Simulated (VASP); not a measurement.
Consider the following.

```
MgS
1.0
    0.00000     2.57346     2.67584
    2.52879     0.00000     2.67584
    2.52879     2.57346     0.00000
Mg S
1 1
Cartesian
  0.00000   0.00000   0.00000
  2.58970   2.57346   2.67584
```

Computed with PBE GGA, VASP's PBE PAW potentials (set 64) (plane waves; VASP). Run with 400 eV cut-off, KSPACING 0.6 per Å, Gaussian smearing of 0.050 eV, potentials Mg S.

Question: Which forces act on the atoms, in eV/Å?

Answer: 
| atom | Fx | Fy | Fz |
|---|---|---|---|
| Mg1 | 0.286 | 0.000 | 0.000 |
| S2 | -0.286 | 0.000 | 0.000 |

Question: Give the stress tensor in GPa (positive for a compressed cell).

Answer: 
```
 5.90   0.00   0.00
 0.00   3.08   0.00
 0.00   0.00  -0.77
```
The pressure is its mean diagonal, 2.74 GPa.

The compound is MgS in the rock salt structure. The cell was not relaxed at this level, atoms are displaced from their ideal sites. The run is one of a series of settings (KGAMMA = .TRUE., KSPACING = 0.6, KPOINTS file removed against the base run), some of them coarse on purpose.
